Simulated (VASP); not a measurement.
An input for Ansatz (written as the equivalent of a VASP run, and not itself run):

Ansatz 0.2 input:
```yaml
crystal:
  lattice:
    - [-2.6699986, 2.6699986, 2.6699986]
    - [2.6699986, -2.6699986, 2.6699986]
    - [2.6699986, 2.6699986, -2.6699986]
  atoms:
    - { symbol: K, position: [0.0000000, 0.0000000, 0.0000000] }
kpoints:
  mp_grid: { grid: [9, 9, 9] }
hamiltonian:
  xc: r2scan
  pseudopotentials: { kind: paw }
scf:
  occupations: { method: methfessel_paxton, width: 0.1 }
  max_iter: 100
relax:
  max_steps: 60
  f_tol: 0.01
  cell: {}
output: { forces: true, stress: true, eigenvalues: true }
```

Problem. Translate this input to VASP (INCAR, KPOINTS, POSCAR, choice of POTCAR).

Solution. One answer among several that fit: 
KPOINTS:
```
Automatic mesh
0
Gamma
9 9 9
0 0 0
```

POSCAR:
```
K
1
   -2.6699986282     2.6699986282     2.6699986282
    2.6699986282    -2.6699986282     2.6699986282
    2.6699986282     2.6699986282    -2.6699986282
K
1
Direct
  0.0000000000   0.0000000000   0.0000000000
```

**INCAR**
```
# general
SYSTEM  = K
PREC    = Accurate
ENCUT   = 400
LREAL   = .FALSE.
LASPH   = .TRUE.

# electronic loop
EDIFF   = 1E-6
NELM    = 100
ALGO    = Normal
LMIXTAU = .TRUE.

# smearing
ISMEAR  = 1
SIGMA   = 0.1

# functional
METAGGA = R2SCAN

# ions
IBRION  = 2
NSW     = 60
ISIF    = 3
EDIFFG  = -0.01

# output
LWAVE   = .FALSE.
LCHARG  = .FALSE.
```

POTCAR, in this order: K_sv (PBE.64 set). Program: vasp_std.

Limits of the translation: each code has its own PAW files, so the cut-off isn't converted (ENCUT is set for VASP's; basis.ecutwfc is left out, and Ansatz then takes the one that its files recommend); Ansatz stops its SCF on the density residual and VASP on the energy change (EDIFF).

The compound is K in the bcc structure. It was relaxed first. The start is the result of an earlier pass.
